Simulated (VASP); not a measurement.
Output of a VASP run:

**OUTCAR**
```
 ion  position               nearest neighbor table
   1  0.000  0.000  0.000-
  LATTYP: Found a face centered cubic cell.
 ALAT       =     3.7620000000
 Subroutine PRICEL returns:
 Original cell was already a primitive cell.
 Subroutine GETGRP returns: Found 48 space group operations
The static configuration has the point symmetry O_h .
The dynamic configuration has the point symmetry O_h .
 Subroutine INISYM returns: Found 48 space group operations
 Subroutine IBZKPT returns following result:
 Found    145 irreducible k-points:

 Following reciprocal coordinates:
            Coordinates               Weight
  0.000000  0.000000  0.000000      1.000000
  0.062500  0.000000  0.000000      8.000000
  0.125000  0.000000  0.000000      8.000000
  0.187500  0.000000  0.000000      8.000000
  0.250000  0.000000  0.000000      8.000000
  0.312500  0.000000  0.000000      8.000000
  0.375000  0.000000  0.000000      8.000000
  0.437500  0.000000  0.000000      8.000000
  0.500000  0.000000  0.000000      4.000000
  0.062500  0.062500  0.000000      6.000000
  0.125000  0.062500  0.000000     24.000000
  0.187500  0.062500  0.000000     24.000000
  0.250000  0.062500  0.000000     24.000000
  0.312500  0.062500  0.000000     24.000000
  0.375000  0.062500  0.000000     24.000000
  0.437500  0.062500  0.000000     24.000000
  0.500000  0.062500  0.000000     24.000000
 -0.437500  0.062500  0.000000     24.000000
 -0.375000  0.062500  0.000000     24.000000
 -0.312500  0.062500  0.000000     24.000000
 -0.250000  0.062500  0.000000     24.000000
 -0.187500  0.062500  0.000000     24.000000
 -0.125000  0.062500  0.000000     24.000000
 -0.062500  0.062500  0.000000     12.000000
  0.125000  0.125000  0.000000      6.000000
  0.187500  0.125000  0.000000     24.000000
  0.250000  0.125000  0.000000     24.000000
  0.312500  0.125000  0.000000     24.000000
  0.375000  0.125000  0.000000     24.000000
  0.437500  0.125000  0.000000     24.000000
  0.500000  0.125000  0.000000     24.000000
 -0.437500  0.125000  0.000000     24.000000
 -0.375000  0.125000  0.000000     24.000000
 -0.312500  0.125000  0.000000     24.000000
 -0.250000  0.125000  0.000000     24.000000
 -0.187500  0.125000  0.000000     24.000000
 -0.125000  0.125000  0.000000     12.000000
  0.187500  0.187500  0.000000      6.000000
  0.250000  0.187500  0.000000     24.000000
  0.312500  0.187500  0.000000     24.000000
   k-points           NKPTS =    145   k-points in BZ     NKDIM =    145   number of bands    NBANDS=     11
   number of dos      NEDOS =    301   number of ions     NIONS =      1
   total plane-waves  NPLWV =   8000
   dimension x,y,z NGX =    20 NGY =   20 NGZ =   20
   dimension x,y,z NGXF=    40 NGYF=   40 NGZF=   40
   ions per type =               1
   PREC   = accura    normal or accurate (medium, high low for compatibility)
   ISTART =      0    job   : 0-new  1-cont  2-samecut
   ICHARG =      2    charge: 1-file 2-atom 10-const
   ISPIN  =      1    spin polarized calculation?
   LNONCOLLINEAR =      F non collinear calculations
   LSORBIT =      F    spin-orbit coupling
   INIWAV =      1    electr: 0-lowe 1-rand  2-diag
   ENCUT  =  480.0 eV  35.28 Ry    5.94 a.u.   4.75  4.75  4.75*2*pi/ulx,y,z
   NELM   =    100;   NELMIN=  2; NELMDL= -5     # of ELM steps
   EDIFF  = 0.1E-06   stopping-criterion for ELM
   LREAL  =      F    real-space projection
   NLSPLINE    = F    spline interpolate recip. space projectors
   LMAXMIX     =    4 max onsite mixed and CHGCAR
   VOSKOWN=      0    Vosko Wilk Nusair interpolation
   EDIFFG = 0.1E-05   stopping-criterion for IOM
   NSW    =      0    number of steps for IOM
   NBLOCK =      1;   KBLOCK =      1    inner block; outer block
   IBRION =     -1    ionic relax: 0-MD 1-quasi-New 2-CG
   NFREE  =      0    steps in history (QN), initial steepest desc. (CG)
...
```

**OSZICAR**
```
       N       E                     dE             d eps       ncg     rms          rms(c)
DAV:   1     0.930143188775E+02    0.93014E+02   -0.91619E+03  3190   0.142E+03
DAV:   2    -0.275454931817E+02   -0.12056E+03   -0.11579E+03  3277   0.390E+02
DAV:   3    -0.290620025424E+02   -0.15165E+01   -0.15089E+01  3754   0.496E+01
DAV:   4    -0.290715292387E+02   -0.95267E-02   -0.95239E-02  3698   0.396E+00
DAV:   5    -0.290717017421E+02   -0.17250E-03   -0.17249E-03  3879   0.460E-01    0.138E+01
DAV:   6    -0.238297769747E+02    0.52419E+01   -0.62522E+00  3352   0.383E+01    0.306E+00
DAV:   7    -0.241085330065E+02   -0.27876E+00   -0.50053E-01  3301   0.110E+01    0.262E+00
DAV:   8    -0.241155530776E+02   -0.70201E-02   -0.48936E-02  3493   0.312E+00    0.568E-01
DAV:   9    -0.241212728647E+02   -0.57198E-02   -0.16884E-02  3517   0.147E+00    0.172E-01
DAV:  10    -0.241212364083E+02    0.36456E-04   -0.27324E-03  3610   0.597E-01    0.127E-01
DAV:  11    -0.241213522041E+02   -0.11580E-03   -0.43795E-04  3667   0.297E-01    0.294E-02
DAV:  12    -0.241213698650E+02   -0.17661E-04   -0.65561E-05  3586   0.886E-02    0.311E-02
DAV:  13    -0.241213600715E+02    0.97935E-05   -0.41489E-05  3568   0.972E-02    0.610E-03
DAV:  14    -0.241213731659E+02   -0.13094E-04   -0.50768E-06  3673   0.210E-02    0.124E-03
DAV:  15    -0.241213711552E+02    0.20107E-05   -0.31534E-07  3790   0.578E-03    0.810E-04
DAV:  16    -0.241213725732E+02   -0.14180E-05   -0.34377E-08  2150   0.217E-03    0.408E-04
DAV:  17    -0.241213722423E+02    0.33092E-06   -0.24418E-08  2171   0.161E-03    0.136E-04
DAV:  18    -0.241213725450E+02   -0.30269E-06   -0.13501E-09  1835   0.411E-04    0.864E-05
DAV:  19    -0.241213723836E+02    0.16131E-06   -0.21215E-10  1838   0.161E-04    0.153E-05
DAV:  20    -0.241213724271E+02   -0.43463E-07   -0.47108E-11  1760   0.835E-05
   1 F= -.24121372E+02 E0= -.24121126E+02  d E =-.740228E-03
```

### OUTCAR
```
------------------------ aborting loop because EDIFF is reached ----------------------------------------
  FORCE on cell =-STRESS in cart. coord.  units (eV):
  Direction    XX          YY          ZZ          XY          YZ          ZX
  --------------------------------------------------------------------------------------
  Total        0.8836037      0.8836037      0.8836037     -0.0000000     -0.0000000      0.0000000
  in kB      106.3583882    106.3583882    106.3583882     -0.0000000     -0.0000000      0.0000000
  external PRESSURE =     106.3583882 kB  Pullay stress =       0.0000000 kB
  volume of cell :       13.31
      direct lattice vectors                 reciprocal lattice vectors
     0.000000000  1.881000000  1.881000000    -0.265816055  0.265816055  0.265816055
     1.881000000  0.000000000  1.881000000     0.265816055 -0.265816055  0.265816055
     1.881000000  1.881000000  0.000000000     0.265816055  0.265816055 -0.265816055
 POSITION                                       TOTAL-FORCE (eV/Angst)
 -----------------------------------------------------------------------------------
      0.00000      0.00000      0.00000        -0.000000     -0.000000      0.000000
 -----------------------------------------------------------------------------------
    total drift:                                0.000000      0.000000      0.000000
  FREE ENERGIE OF THE ION-ELECTRON SYSTEM (eV)
  ---------------------------------------------------
  free  energy   TOTEN  =       -24.1213724271 eV

  energy  without entropy=      -24.1206321995  energy(sigma->0) =      -24.12112568
```
(Selected blocks of OUTCAR.)

### POSCAR
```
Rh
1
    0.0000000000     1.8810000000     1.8810000000
    1.8810000000     0.0000000000     1.8810000000
    1.8810000000     1.8810000000     0.0000000000
Rh
1
Direct
  0.0000000000   0.0000000000   0.0000000000
```

Problem. Write an INCAR and KPOINTS that could have produced this output.

Solution. One answer among several that fit: the input of the run itself, r2SCAN meta-GGA, plane waves, VASP's PBE PAW potentials (set 64).

### INCAR
```
! general
SYSTEM  = Rh
PREC    = Accurate
ENCUT   = 480   ! plane-wave cut-off (eV)
LREAL   = .False.   ! projection in real space or not
LASPH   = .True.

! electronic loop
EDIFF   = 1E-7   ! SCF stop (eV)
NELM    = 100   ! most electronic steps
ALGO    = Normal
LMAXMIX = 4   ! l cut-off of mixed one-centre charges
LMIXTAU = .True.

! smearing
ISMEAR  = 1   ! Methfessel-Paxton
SIGMA   = 0.1   ! width (eV)

! functional
METAGGA = R2SCAN

! ions
ISIF    = 2   ! forces and stress, cell fixed

! output
LWAVE   = .False.
LCHARG  = .False.
```

KPOINTS:
```
K-points
0
Gamma
16 16 16
```

POTCAR, in this order: Rh_pv (PBE.64 set). Program: vasp_std.

The compound is Rh in the fcc structure. This cell was strained or had an atom moved on purpose.
